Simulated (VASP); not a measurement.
Output of a VASP run:

### OSZICAR
```
       N       E                     dE             d eps       ncg     rms          rms(c)
DAV:   1     0.309518865291E+02    0.30952E+02   -0.51203E+03  1520   0.123E+03
DAV:   2    -0.125023425147E+02   -0.43454E+02   -0.41937E+02  1513   0.176E+02
DAV:   3    -0.136675559968E+02   -0.11652E+01   -0.11459E+01  1807   0.388E+01
DAV:   4    -0.136915959422E+02   -0.24040E-01   -0.24023E-01  1874   0.507E+00
DAV:   5    -0.136921732990E+02   -0.57736E-03   -0.57733E-03  1840   0.719E-01    0.134E+01
DAV:   6    -0.161780369924E+02   -0.24859E+01   -0.79681E+01  1716   0.136E+02    0.197E+01
DAV:   7    -0.118273432757E+02    0.43507E+01   -0.40235E+01  1656   0.852E+01    0.257E+00
DAV:   8    -0.118062097795E+02    0.21133E-01   -0.21533E-01  1623   0.548E+00    0.157E+00
DAV:   9    -0.117934872847E+02    0.12722E-01   -0.45574E-02  1807   0.333E+00    0.353E-01
DAV:  10    -0.117931334643E+02    0.35382E-03   -0.11474E-03  2086   0.459E-01    0.168E-01
DAV:  11    -0.117931188770E+02    0.14587E-04   -0.21241E-05  1601   0.492E-02    0.106E-02
DAV:  12    -0.117931178189E+02    0.10582E-05   -0.72939E-06  2111   0.361E-02    0.532E-03
DAV:  13    -0.117931177045E+02    0.11441E-06   -0.16294E-07   881   0.433E-03    0.164E-03
DAV:  14    -0.117931176787E+02    0.25706E-07   -0.59189E-08   774   0.217E-03
   1 F= -.11793118E+02 E0= -.11792787E+02  d E =-.991973E-03
```

**OUTCAR**
```
------------------------ aborting loop because EDIFF is reached ----------------------------------------
  FORCE on cell =-STRESS in cart. coord.  units (eV):
  Direction    XX          YY          ZZ          XY          YZ          ZX
  --------------------------------------------------------------------------------------
  Total       -0.7226071     -0.7226071     -0.7226071     -0.0000000     -0.0000000      0.0000000
  in kB      -46.6071188    -46.6071188    -46.6071188     -0.0000000     -0.0000000      0.0000000
  external PRESSURE =     -46.6071188 kB  Pullay stress =       0.0000000 kB
  volume of cell :       24.84
      direct lattice vectors                 reciprocal lattice vectors
     2.917786582  0.000000000  0.000000000     0.342725546  0.000000000  0.000000000
     0.000000000  2.917786582  0.000000000     0.000000000  0.342725546  0.000000000
     0.000000000  0.000000000  2.917786582     0.000000000  0.000000000  0.342725546
 POSITION                                       TOTAL-FORCE (eV/Angst)
 -----------------------------------------------------------------------------------
      1.45889      1.45889      1.45889         0.000000      0.000000      0.000000
      0.00000      0.00000      0.00000         0.000000      0.000000      0.000000
 -----------------------------------------------------------------------------------
    total drift:                                0.000000      0.000000      0.000000
  FREE ENERGIE OF THE ION-ELECTRON SYSTEM (eV)
  ---------------------------------------------------
  free  energy   TOTEN  =       -11.7931176787 eV

  energy  without entropy=      -11.7921257056  energy(sigma->0) =      -11.79278702
```
(Selected blocks of OUTCAR.)

**POSCAR**
```
FeAl
1
    2.9177865824     0.0000000000     0.0000000000
    0.0000000000     2.9177865824     0.0000000000
    0.0000000000     0.0000000000     2.9177865824
Al Fe
1 1
Direct
  0.5000000000   0.5000000000   0.5000000000
  0.0000000000   0.0000000000   0.0000000000
```

Q: Write an INCAR and KPOINTS that could have produced this output.

A: This is not unique; one that fits is the input of the run itself, RPBE GGA, plane waves, VASP's PBE PAW potentials (set 64).

### INCAR
```
# general
SYSTEM =FeAl
PREC   =Accurate
ENCUT  =520
LREAL  =F   # projection in real space or not
LASPH  =T   # aspherical one-centre terms

# electronic loop
EDIFF  =1E-7   # SCF stop (eV)
NELM   =100
ALGO   =Normal   # blocked Davidson
LMAXMIX=4

# smearing
ISMEAR =1   # Methfessel-Paxton
SIGMA  =0.1   # width (eV)

# functional
GGA    =RP

# ions
ISIF   =2   # forces and stress, cell fixed

# output
LWAVE  =F
LCHARG =F
```

**KPOINTS**
```
Regular mesh
0
gamma
 13 13 13
```

POTCAR, in this order: Al Fe (PBE.64 set). Program: vasp_std.

The compound is FeAl in the CsCl type structure. This cell is one point of a volume scan, at 1.03 of the reference volume. The run is not spin-polarised, so no magnetic state was tried. The electron count is odd and the run is not spin-polarised, which forces a metal.
